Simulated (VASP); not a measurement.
An input for Quantum ESPRESSO's pw.x (written as the equivalent of a VASP run, and not itself run):

```
&CONTROL
  calculation = 'vc-relax'
  pseudo_dir = './pseudo'
  outdir = './out'
  tprnfor = .true.
  tstress = .true.
  nstep = 60
  forc_conv_thr = 0.00039
/
&SYSTEM
  ibrav = 0
  nat = 1
  ntyp = 1
  ecutwfc = 74
  occupations = 'smearing'
  smearing = 'methfessel-paxton'
  degauss = 0.00735
  input_dft = 'pbe'
/
&ELECTRONS
  conv_thr = 7.3e-08
  electron_maxstep = 100
/
&IONS
/
&CELL
/
ATOMIC_SPECIES
  Li 6.940 Li.upf
CELL_PARAMETERS angstrom
    -1.7145512    1.7145512    1.7145512
     1.7145512   -1.7145512    1.7145512
     1.7145512    1.7145512   -1.7145512
ATOMIC_POSITIONS crystal
  Li   0.0000000  0.0000000  0.0000000
K_POINTS automatic
  13 13 13 0 0 0
```

**Question.** Translate this input to VASP (INCAR, KPOINTS, POSCAR, choice of POTCAR).

**Answer.** Several could match; the one computed here: 
**INCAR**
```
SYSTEM  =  Li
PREC  =  Accurate; ENCUT  =  530; LREAL  =  .FALSE.
LASPH  =  .TRUE.
EDIFF  =  1E-6; NELM  =  100; ALGO  =  Normal
ISMEAR  =  1; SIGMA  =  0.1
GGA  =  PE
IBRION  =  2; NSW  =  60; ISIF  =  3
EDIFFG  =  -0.01
LWAVE  =  .FALSE.; LCHARG  =  .FALSE.
```

**KPOINTS**
```
Automatic mesh
0
G
  13 13 13
```

File POSCAR:
```
Li
1
   -1.7145512457     1.7145512457     1.7145512457
    1.7145512457    -1.7145512457     1.7145512457
    1.7145512457     1.7145512457    -1.7145512457
Li
1
Direct
  0.0000000000   0.0000000000   0.0000000000
```

POTCAR, in this order: Li_sv (PBE.64 set). Program: vasp_std.

The two are equivalent in intent, not identical: the potentials are each code's own (VASP's PAW set, PseudoDojo norm-conserving files in pw.x), so ENCUT and ecutwfc are chosen apart and not converted; conv_thr bounds pw.x's estimated SCF error, while EDIFF bounds the energy change between steps; forc_conv_thr acts on force components and is met together with etot_conv_thr.

The compound is Li in the bcc structure. It was relaxed first, which changed the volume by -5 %. The start is the result of an earlier pass.
